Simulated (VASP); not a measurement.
Consider the following.

```
CELL_PARAMETERS angstrom
      0.00000     1.81917     1.81917
      1.81917     0.00000     1.81917
      1.81917     1.81917     0.00000
ATOMIC_POSITIONS crystal
  C  0.00000 0.00000 0.00000
  C  0.25000 0.25000 0.25000
```

The numbers are results of PBE GGA, VASP's PBE PAW potentials (set 64) (plane waves; VASP 6.6.1), not measurements. Numerical set-up: 520 eV cut-off, 2×2×2 Γ-centred mesh, Gaussian smearing of 0.050 eV, potentials C.

Gaps are read on the run's mesh, which can miss a band edge.

Q: Predict the energy per atom (σ→0), pressure, band gap (on the k-mesh) with the smallest direct gap where there is one.

A: 
```
Item                                          Value
-----------------------------------  --------------
band gap (on the k-mesh)                    4.45 eV
smallest direct gap (on the k-mesh)         5.34 eV
energy per atom (σ→0)                -7.538 eV/atom
pressure                                   6.46 GPa
```

The compound is C in the diamond structure. The cell was not relaxed at this level. The k-mesh is coarse (spacing up to 1.50 per Å, 2π included), so the numbers may not be converged in it. The run is one of a series of settings (KPOINTS 2×2×2 Γ-centred mesh against the base run), some of them coarse on purpose.
